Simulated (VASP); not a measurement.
```xyz
7
Lattice="2.3756 1.3716 8.4391 -2.3756 1.3716 8.4391 0.0000 -2.7431 8.4391" Properties=species:S:1:pos:R:3 pbc="T T T"
Sr     0.0000     0.0000     0.0000
Ag     0.0000     0.0000    21.6999
Ag     0.0000     0.0000     3.6174
Ag     0.0000     0.0000    14.2836
Ag     0.0000     0.0000    11.0337
Sb     0.0000     0.0000    18.8689
Sb     0.0000     0.0000     6.4484
```

Level of theory: PBEsol GGA, VASP's PBE PAW potentials (set 64) (plane waves; VASP). Numerical set-up: 300 eV cut-off, 4×4×4 Γ-centred mesh, Gaussian smearing of 0.10 eV, potentials Sr_sv Ag Sb.

At this cut-off the stress carries a Pulay error, which pulls relaxed volumes low.

Task: Which forces act on the atoms, in eV/Å?

Result: 
| atom | Fx | Fy | Fz |
|---|---|---|---|
| Sr1 | 0.000 | 0.000 | 0.000 |
| Ag2 | 0.000 | 0.000 | -0.033 |
| Ag3 | 0.000 | 0.000 | 0.033 |
| Ag4 | 0.000 | 0.000 | -0.073 |
| Ag5 | 0.000 | 0.000 | 0.073 |
| Sb6 | 0.000 | 0.000 | -0.015 |
| Sb7 | 0.000 | 0.000 | 0.015 |

Task: Give the stress tensor in GPa (positive for a compressed cell).

Result: 
```
-3.25   0.00   0.00
 0.00  -3.25   0.00
 0.00   0.00  -2.71
```
The pressure is its mean diagonal, -3.07 GPa.

The structure comes from a computed database's Ag4SrSb2 entry (R-3m); how it stands against other phases isn't given here. The cell was not relaxed at this level. The k-mesh is coarse (spacing up to 0.39 per Å, 2π included), so the numbers may not be converged in it.
